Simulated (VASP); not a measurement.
## Dielectric function of BaZrO3

Wanted: where BaZrO3 absorbs light, and how strongly it screens. The cell has space group Pm-3m. The start is a cell from a database of measured crystal structures.

Program: VASP 6.6.1. Level of theory: PBE; plane waves and PAW (Ba_sv_GW, Zr_sv, O), in the first sound run; inputs show where later runs differ. Results are calculated unless marked as measured.

### Step 1. Starting point

Symmetry: Pm-3m, No. 221, cubic system. Conventional cell: a = 4.191 Å, b = 4.191 Å, c = 4.191 Å, α = 90.00°, β = 90.00°, γ = 90.00°. Nearest to Ba lie 12 O at 2.96 Å. Nearest to Zr lie 6 O at 2.10 Å. Nearest to O lie 2 Zr at 2.10 Å and 4 Ba at 2.96 Å. Farther neighbours and most contacts between anions are not listed.

Coordinates:

```cif
data_structure
_symmetry_space_group_name_H-M 'P 1'
_symmetry_Int_Tables_number 1
_cell_length_a 4.1913
_cell_length_b 4.1913
_cell_length_c 4.1913
_cell_angle_alpha 90.000
_cell_angle_beta 90.000
_cell_angle_gamma 90.000
_cell_volume 73.63
loop_
_atom_site_label
_atom_site_type_symbol
_atom_site_fract_x
_atom_site_fract_y
_atom_site_fract_z
_atom_site_occupancy
Ba1 Ba 0.00000 0.00000 0.00000 1
Zr2 Zr 0.50000 0.50000 0.50000 1
O3 O 0.50000 0.50000 0.00000 1
O4 O 0.50000 0.00000 0.50000 1
O5 O 0.00000 0.50000 0.50000 1
```

### Step 2. Ground state

The ground state comes first.

Input file INCAR:

```
SYSTEM = BaZrO3
PREC = Accurate
ENCUT = 520
EDIFF = 1E-07
NELM = 100
ISMEAR = 0
SIGMA = 0.05
LREAL = .FALSE.
ALGO = Normal
GGA = PE
NBANDS = 26
LASPH = .TRUE.
LORBIT = 11
LWAVE = .FALSE.
LCHARG = .FALSE.
KPAR = 4
```

Input file POSCAR:

```
BaZrO3
1.0
    4.1913400000      0.0000000000      0.0000000000
    0.0000000000      4.1913400000      0.0000000000
    0.0000000000      0.0000000000      4.1913400000
Ba Zr O
1 1 3
Direct
    0.0000000000      0.0000000000      0.0000000000
    0.5000000000      0.5000000000      0.5000000000
    0.5000000000      0.5000000000      0.0000000000
    0.5000000000      0.0000000000      0.5000000000
    0.0000000000      0.5000000000      0.5000000000
```

Input file KPOINTS:

```
Automatic mesh
0
Gamma
5 5 5
0 0 0
```

PAW data sets: Ba_sv_GW, Zr_sv and O (PBE family, release 64).

Command:

```
$ mpirun -np 4 vasp_std
```

The log of the run:

```text
[banner, memory and clock lines left out]
running    4 mpi-ranks, on    1 nodes
 distrk:  each k-point on    1 cores,    4 groups
 distr:  one band on    1 cores,    1 groups

 POSCAR found type information on POSCAR BaZrO
 POSCAR found :  3 types and       5 ions
 LDA part: xc-table for (Slater+PW92), standard interpolation
 POSCAR, INCAR and KPOINTS ok, starting setup
 FFT: planning ... GRIDC
 FFT: planning ... GRID_SOFT
 FFT: planning ... GRID
 WAVECAR not read
 entering main loop
       N       E                     dE             d eps       ncg     rms          rms(c)
DAV:   1     0.544419653143E+03    0.54442E+03   -0.19142E+04   520   0.162E+03
DAV:   2     0.213648633927E+02   -0.52305E+03   -0.51341E+03   728   0.506E+02
DAV:   3    -0.483489518944E+02   -0.69714E+02   -0.66099E+02   902   0.203E+02
DAV:   4    -0.513573716623E+02   -0.30084E+01   -0.30015E+01   920   0.400E+01
DAV:   5    -0.515165278789E+02   -0.15916E+00   -0.15905E+00   816   0.500E+00    0.289E+01
DAV:   6    -0.430221879235E+02    0.84943E+01   -0.44629E+01   572   0.439E+01    0.116E+01
DAV:   7    -0.431991277932E+02   -0.17694E+00   -0.53314E+00   934   0.212E+01    0.814E+00
DAV:   8    -0.431794137035E+02    0.19714E-01   -0.52575E-01   590   0.491E+00    0.121E+00
DAV:   9    -0.431572866962E+02    0.22127E-01   -0.15143E-01   846   0.264E+00    0.396E-01
DAV:  10    -0.431581976921E+02   -0.91100E-03   -0.12433E-02   630   0.897E-01    0.152E-01
DAV:  11    -0.431583085718E+02   -0.11088E-03   -0.10917E-03   932   0.337E-01    0.597E-02
DAV:  12    -0.431583258210E+02   -0.17249E-04   -0.88382E-05   666   0.738E-02    0.337E-02
DAV:  13    -0.431583278791E+02   -0.20580E-05   -0.12534E-05   802   0.320E-02    0.579E-03
DAV:  14    -0.431583264174E+02    0.14616E-05   -0.50245E-06   794   0.136E-02    0.247E-03
DAV:  15    -0.431583265562E+02   -0.13876E-06   -0.58217E-07   634   0.552E-03    0.728E-04
DAV:  16    -0.431583265526E+02    0.36171E-08   -0.45451E-08   432   0.210E-03
   1 F= -.43158327E+02 E0= -.43158327E+02  d E =-.119432E-22
```

Wall time 6.2 s (4 MPI ranks of Intel Xeon 6975P-C (Granite Rapids), shared host); peak memory 0.73 GiB; 22 s of CPU time.

The logs omit lines about the potential files and the build; timing stands in the text.

OUTCAR, selected parts (step 2):

```text
ion  position               nearest neighbor table
   1  0.000  0.000  0.000-
   2  0.500  0.500  0.500-   3 2.10   4 2.10   5 2.10   3 2.10   4 2.10   5 2.10
   3  0.500  0.500  0.000-   2 2.10   2 2.10
   4  0.500  0.000  0.500-   2 2.10   2 2.10
   5  0.000  0.500  0.500-   2 2.10   2 2.10

  LATTYP: Found a simple cubic cell.
 ALAT       =     4.1913400000

 Subroutine GETGRP returns: Found 48 space group operations
 (whereof 48 operations were pure point group operations)

The static configuration has the point symmetry O_h .

 Found     10 irreducible k-points:

   k-points           NKPTS =     10   k-points in BZ     NKDIM =     10   number of bands    NBANDS=     26

   dimension x,y,z NGX =    32 NGY =   32 NGZ =   32
   dimension x,y,z NGXF=    64 NGYF=   64 NGZF=   64

   ENCUT  =  520.0 eV  38.22 Ry    6.18 a.u.   7.79  7.79  7.79*2*pi/ulx,y,z

   NELECT =      40.0000    total number of electrons

 k-points in reciprocal lattice and weights: Automatic mesh
   0.00000000  0.00000000  0.00000000       0.008
   0.20000000  0.00000000  0.00000000       0.048
   0.40000000  0.00000000  0.00000000       0.048
   0.20000000  0.20000000  0.00000000       0.096
   0.40000000  0.20000000  0.00000000       0.192
   0.40000000  0.40000000  0.00000000       0.096
   0.20000000  0.20000000  0.20000000       0.064
   0.40000000  0.20000000  0.20000000       0.192
   0.40000000  0.40000000  0.20000000       0.192
   0.40000000  0.40000000  0.40000000       0.064

 average (electrostatic) potential at core
       1 -78.8023       2 -76.7179       3 -67.9241       4 -67.9241       5 -67.9241

 E-fermi :   5.4142

 k-point     1 :       0.0000    0.0000    0.0000
  band No.  band energies     occupation
    ...
     16       4.1798      2.00000
     17       4.1798      2.00000
     18       4.9810      2.00000
     19       4.9810      2.00000
     20       4.9810      2.00000
     21       8.4102      0.00000
     22       8.4102      0.00000
     23       8.4102      0.00000
     24       9.9230      0.00000
     25       9.9230      0.00000
    ...

 k-point     2 :       0.2000    0.0000    0.0000
  band No.  band energies     occupation
    ...
     16       3.8641      2.00000
     17       3.9343      2.00000
     18       4.1597      2.00000
     19       4.8693      2.00000
     20       4.8693      2.00000
     21       8.5243      0.00000
     22       9.2322      0.00000
     23       9.2322      0.00000
     24      10.4976      0.00000
     25      10.5251      0.00000
    ...

 k-point     3 :       0.4000    0.0000    0.0000
  band No.  band energies     occupation
    ...
     16       3.5055      2.00000
     17       3.5099      2.00000
     18       3.5928      2.00000
     19       4.7643      2.00000
     20       4.7643      2.00000
     21       8.7368      0.00000
     22      10.6211      0.00000
     23      10.6211      0.00000
     24      11.4987      0.00000
     25      11.6945      0.00000
    ...

  Total        1.9164537      1.9164537      1.9164537      0.0000000      0.0000000     -0.0000000
  in kB       41.7013608     41.7013608     41.7013608      0.0000000      0.0000000     -0.0000000
  external PRESSURE =      41.7013608 kB  Pullay stress =       0.0000000 kB

  energy-cutoff  :      520.00
  volume of cell :       73.63
      direct lattice vectors                 reciprocal lattice vectors
     4.191340000  0.000000000  0.000000000     0.238587182  0.000000000  0.000000000
     0.000000000  4.191340000  0.000000000     0.000000000  0.238587182  0.000000000
     0.000000000  0.000000000  4.191340000     0.000000000  0.000000000  0.238587182

 POSITION                                       TOTAL-FORCE (eV/Angst)
 -----------------------------------------------------------------------------------
      0.00000      0.00000      0.00000         0.000000      0.000000      0.000000
      2.09567      2.09567      2.09567         0.000000      0.000000      0.000000
      2.09567      2.09567      0.00000         0.000000      0.000000      0.000000
      2.09567      0.00000      2.09567         0.000000      0.000000      0.000000
      0.00000      2.09567      2.09567         0.000000      0.000000      0.000000
 -----------------------------------------------------------------------------------
    total drift:                                0.000000     -0.000000     -0.000000

  FREE ENERGIE OF THE ION-ELECTRON SYSTEM (eV)
  ---------------------------------------------------
  free  energy   TOTEN  =       -43.1583265526 eV

  energy  without entropy=      -43.1583265526  energy(sigma->0) =      -43.15832655

 total charge
# of ion       s       p       d       f       tot
--------------------------------------------------
    1        1.798   4.569   0.102   0.019   6.488
    2        2.199   6.087   1.429   0.000   9.716
    3        1.562   3.485   0.000   0.000   5.047
    4        1.562   3.485   0.000   0.000   5.047
    5        1.562   3.485   0.000   0.000   5.047
--------------------------------------------------
tot          8.682  21.111   1.532   0.019  31.344

[... 3 further parts left out ...]
```

The gap is read on the k-mesh alone, so it is an upper bound where the band edges lie off the mesh.

A gap read on the k-mesh alone can miss the band edges.

Numbers from this step:

| Property | Result |
| --- | --- |
| free energy (TOTEN) | -43.16 eV |
| Fermi energy | 5.414 eV |
| pressure | 4.170 GPa |
| gap on the k-mesh | 3.337 eV |
| least direct gap on the k-mesh | 3.429 eV |

The cell has a gap of 3.34 eV on this mesh and a pressure of +4.2 GPa, which holds the misfit of the given cell and coordinates with this functional, and any error of cutoff, mesh and data sets. Spin-orbit coupling is left out, which can shift or reorder these edges.

### Step 3. Spectrum

LOPTICS sums the direct transitions; the mesh is finer and NBANDS larger than for the ground state.

INCAR: that of step 2 with these lines changed.

```diff
@@ -10,5 +10,4 @@
 GGA = PE
-NBANDS = 26
+NBANDS = 56
 LASPH = .TRUE.
-LORBIT = 11
 LWAVE = .FALSE.
@@ -16 +15,4 @@
 KPAR = 4
+LOPTICS = .TRUE.
+NEDOS = 2000
+CSHIFT = 0.1
```

POSCAR is that of step 2.

Input file KPOINTS:

```
Automatic mesh
0
Gamma
8 8 8
0 0 0
```

Command:

```
$ mpirun -np 4 vasp_std
```

The log of the run:

```text
[... set-up lines as in an earlier step ...]
 entering main loop
       N       E                     dE             d eps       ncg     rms          rms(c)
DAV:   1     0.417346694942E+03    0.41735E+03   -0.16652E+04  3920   0.746E+02
DAV:   2    -0.133438480592E+02   -0.43069E+03   -0.38920E+03  4192   0.254E+02
DAV:   3    -0.492334579603E+02   -0.35890E+02   -0.34903E+02  5016   0.772E+01
DAV:   4    -0.514846428469E+02   -0.22512E+01   -0.22023E+01  6736   0.157E+01
DAV:   5    -0.515198608456E+02   -0.35218E-01   -0.35208E-01  4800   0.151E+00    0.289E+01
DAV:   6    -0.433706792642E+02    0.81492E+01   -0.16109E+01  5024   0.203E+01    0.101E+01
DAV:   7    -0.432192313116E+02    0.15145E+00   -0.17726E+00  5000   0.582E+00    0.913E+00
DAV:   8    -0.432287628568E+02   -0.95315E-02   -0.62591E-01  5416   0.387E+00    0.690E+00
DAV:   9    -0.431586564102E+02    0.70106E-01   -0.12797E-01  5312   0.183E+00    0.536E-01
DAV:  10    -0.431607297308E+02   -0.20733E-02   -0.11450E-02  5344   0.504E-01    0.842E-01
DAV:  11    -0.431598525987E+02    0.87713E-03   -0.24405E-03  5280   0.253E-01    0.647E-02
DAV:  12    -0.431598909186E+02   -0.38320E-04   -0.85471E-05  5048   0.450E-02    0.547E-02
DAV:  13    -0.431598983324E+02   -0.74138E-05   -0.16367E-05  5312   0.211E-02    0.745E-03
DAV:  14    -0.431598988098E+02   -0.47743E-06   -0.18507E-06  5536   0.530E-03    0.210E-03
DAV:  15    -0.431598988822E+02   -0.72352E-07   -0.85431E-08  4424   0.132E-03
   1 F= -.43159899E+02 E0= -.43159899E+02  d E =-.599718E-11
 optical routines
 imaginary and real dielectric function
 recalculating local potential from charge density
 direction            1
 direction            2
 direction            3
```

The job ended after 16 s (4 MPI ranks; peak memory 1.6 GiB).

From OUTCAR (step 3):

```text
The static configuration has the point symmetry O_h .

 Found     35 irreducible k-points:

   k-points           NKPTS =     35   k-points in BZ     NKDIM =     35   number of bands    NBANDS=     56

   NELECT =      40.0000    total number of electrons

 E-fermi :   5.3886

 k-point     1 :       0.0000    0.0000    0.0000
  band No.  band energies     occupation
    ...
     16       4.1793      2.00000
     17       4.1793      2.00000
     18       4.9805      2.00000
     19       4.9805      2.00000
     20       4.9805      2.00000
     21       8.4109      0.00000
     22       8.4109      0.00000
     23       8.4109      0.00000
     24       9.9227      0.00000
     25       9.9227      0.00000
    ...

 k-point     2 :       0.1250    0.0000    0.0000
  band No.  band energies     occupation
    ...
     16       4.0361      2.00000
     17       4.0712      2.00000
     18       4.5672      2.00000
     19       4.9258      2.00000
     20       4.9258      2.00000
     21       8.4580      0.00000
     22       8.7643      0.00000
     23       8.7643      0.00000
     24      10.1650      0.00000
     25      10.1719      0.00000
    ...

  Total        1.9146024      1.9146024      1.9146024      0.0000000      0.0000000      0.0000000
  in kB       41.6610782     41.6610782     41.6610782      0.0000000      0.0000000      0.0000000
  external PRESSURE =      41.6610782 kB  Pullay stress =       0.0000000 kB

  FREE ENERGIE OF THE ION-ELECTRON SYSTEM (eV)
  ---------------------------------------------------
  free  energy   TOTEN  =       -43.1598988822 eV

  energy  without entropy=      -43.1598988822  energy(sigma->0) =      -43.15989888

 plasma frequency squared (from intraband transitions) (eV^2)
  --------------------------------------------------------------------------------------
       0.000       0.000       0.000
       0.000       0.000      -0.000
       0.000      -0.000       0.000

[... 7 parts as in an earlier step ...]

[... 6 further parts left out ...]
```

These are independent-particle spectra without excitons or local fields, and fine structure depends on the mesh and on CSHIFT.

This step gave:

```
Fermi energy                   : 5.389 eV
pressure                       : 4.166 GPa
gap on the k-mesh              : 3.232 eV
least direct gap on the k-mesh : 3.430 eV
```

The imaginary dielectric function, xx has structure finer than the step of the table below, so its rows give means over 0.5 eV, whole bins alone (the curve runs from 0 to 25.0 eV). Peaks (eV: height): 4.75: 3.98, 6.28: 8.51, 7.87: 7.02, 9.49: 6.38, 18.35: 3.72.

Absorption under the direct gap is the tail of the CSHIFT broadening, and fine structure depends on the mesh. The imaginary dielectric function, xx by photon energy; means over each step:

```csv
photon energy (eV),"imaginary dielectric function, xx"
0.5,0.00758
1.0,0.0159
1.5,0.0259
2.0,0.0394
2.5,0.0605
3.0,0.108
3.5,0.368
4.0,0.980
4.5,2.56
5.0,3.22
5.5,5.07
6.0,6.19
6.5,6.09
7.0,3.36
7.5,4.15
8.0,6.15
8.5,4.52
9.0,5.51
9.5,6.02
10.0,5.53
10.5,4.17
11.0,2.52
11.5,1.91
12.0,1.39
12.5,1.38
13.0,1.08
13.5,0.811
14.0,0.935
14.5,0.765
15.0,0.856
15.5,1.19
16.0,1.91
16.5,2.28
17.0,2.79
17.5,3.29
18.0,3.49
18.5,3.54
19.0,3.40
19.5,2.05
20.0,1.47
20.5,1.44
21.0,1.67
21.5,1.21
22.0,1.01
22.5,0.814
23.0,0.633
23.5,0.590
24.0,0.490
24.5,0.537
```

Table of real dielectric function, xx by photon energy:

photon energy (eV), real dielectric function, xx and a bar from the least value:
```
        0       4.91 ######################
        1       4.98 ######################
        2       5.24 #######################
        3       5.87 #########################
        4       7.20 ##############################
        5       6.34 ###########################
        6       6.19 ##########################
        7       2.53 ##############
        8       2.25 #############
        9       2.58 ##############
       10      -0.16 ####
       11      -1.33 
       12      -0.40 ###
       13       0.18 #####
       14       0.98 ########
       15       1.56 ##########
       16       2.37 #############
       17       1.81 ###########
       18       0.68 #######
       19      -0.69 ##
       20      -0.67 ##
       21      -0.54 ###
       22      -0.55 ###
       23      -0.30 ####
       24      -0.02 #####
```

[end of part 1 of 3]

[Lines on the potential files, build, host, timing and source positions are cut from VASP's logs without a mark.]

[Logs are printed without paths, hosts, clocks, repeated set-up lines and the standing remarks that a program may print on its own settings, such as how far it seeks lower states.]

[Hosts, paths, dates, database ids (printed as entryN), source tags and the programs' standing remarks are cut or masked in the printed files.]
